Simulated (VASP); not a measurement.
Wanted: the native input for a VASP 6.6.1 run.

```
Task                   : electric field gradients
Functional             : PBEsol
Potentials or basis    : VASP PAW PBE potentials, release 64 (Nb_sv, Cd)
Cutoff                 : 520 eV
k mesh                 : 9 × 9 × 9
Occupations            : fermi-dirac, width 0.03 eV
Spin                   : no spin polarisation
Dipole correction      : no
Further INCAR settings : ALGO = Normal; EDIFF = 1e-08; NBANDS = 32
```

The structure of NbCd3 lies in POSCAR:

```
NbCd3
1.0
    4.3197670000      0.0000000000      0.0000000000
    0.0000000000      4.3197670000      0.0000000000
    0.0000000000      0.0000000000      4.3197670000
Nb Cd
1 3
Direct
    0.0000000000      0.0000000000      0.0000000000
    0.5000000000      0.5000000000      0.0000000000
    0.5000000000      0.0000000000      0.5000000000
    0.0000000000      0.5000000000      0.5000000000
```

The cell comes from a database or a generator and needn't be the stable form of this composition.

One way to write it, as run:

INCAR

```
SYSTEM = NbCd3
ALGO = Normal
EDIFF = 1E-8
ENCUT = 520
GGA = PS
ISIF = 2
ISMEAR = -1
LASPH = .True.
LCHARG = .False.
LEFG = .True.
LREAL = .False.
LWAVE = .False.
NBANDS = 32
NELM = 100
PREC = Accurate
SIGMA = 0.03
```

KPOINTS

```
k-points
0
Gamma
  9 9 9
  0 0 0
```

Potentials or basis: VASP PAW PBE potentials, release 64 (Nb_sv, Cd).

The run is started by

```sh
$ cat potpaw_PBE.64/Nb_sv/POTCAR potpaw_PBE.64/Cd/POTCAR > POTCAR
$ mpirun -np 1 vasp_std > vasp.out
```

Results of the run:

| Quantity | Value |
| --- | --- |
| Pressure | -5.6 GPa |
| Band gap on the k mesh | none (metal or under the smearing width) |

Caveat: the PAW data sets were made with another functional, which shifts forces and pressure a little.

Run time: 27 s on 1 thread of Intel(R) Xeon(R) 6975P-C (Granite Rapids), on a shared host, peak memory 0.22 GiB.
